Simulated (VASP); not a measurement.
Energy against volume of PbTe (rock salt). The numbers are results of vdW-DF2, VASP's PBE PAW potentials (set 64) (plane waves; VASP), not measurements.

```json
[
 {"V (Å³/atom)": "36.798", "E (eV/atom)": "-1.02058"},
 {"V (Å³/atom)": "37.972", "E (eV/atom)": "-1.03296"},
 {"V (Å³/atom)": "39.147", "E (eV/atom)": "-1.03685"},
 {"V (Å³/atom)": "40.321", "E (eV/atom)": "-1.03354"},
 {"V (Å³/atom)": "41.496", "E (eV/atom)": "-1.02413"}
]
```

Fit a third-order Birch-Murnaghan equation of state.

| Quantity | Result |
|---|---|
| volume per atom | 39.16 Å³/atom |
| bulk modulus | 32.6 GPa |
| pressure derivative of the bulk modulus | 4.50 |
| lattice constant a | 6.792 Å |

Measured: bulk modulus 39.8 GPa at 300 K (computed value off by -18.1 %), as given by Kerstin Hummer et al., Physical Review B (2007), doi:10.1103/physrevb.75.195211; a 6.438 Å at 120 K (computed value off by +5.5 %), as given by Noda, Masumoto, Ohba, Saito, Toriumi, Iwata, Shibuya, Acta Cryst. C 43, 1443 (1987), by a structure database's card. The calculation is for a static lattice, while the measured bulk modulus, a hold thermal and zero-point effects, which are part of the difference.

The compound is PbTe in the rock salt structure. It was relaxed first, which changed the volume by +16 %.
